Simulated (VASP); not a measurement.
Consider the following.

```xyz
2
Lattice="0.0000 3.2900 3.2900 3.2900 0.0000 3.2900 3.2900 3.2900 0.0000" Properties=species:S:1:pos:R:3 pbc="T T T"
Rb     0.0000     0.0000     0.0000
Cl     3.2900     3.2900     3.2900
```

These are PBE GGA, VASP's PBE PAW potentials (set 64) (plane waves; VASP 6.6.1) values and carry that method's errors. Settings: 400 eV cut-off, 6×6×6 Γ-centred mesh, tetrahedra with Blöchl corrections, potentials Rb_sv Cl.

What does the run give for the energy per atom (σ→0), band gap (on the k-mesh) with the smallest direct gap where there is one?

```
Quantity                                     Result
-----------------------------------  --------------
band gap (on the k-mesh)                    5.00 eV
smallest direct gap (on the k-mesh)         5.00 eV
energy per atom (σ→0)                -3.332 eV/atom
```

The compound is RbCl in the rock salt structure. The cell was not relaxed at this level. The run is one of a series of settings (ISMEAR = -5, SIGMA removed against the base run), some of them coarse on purpose.
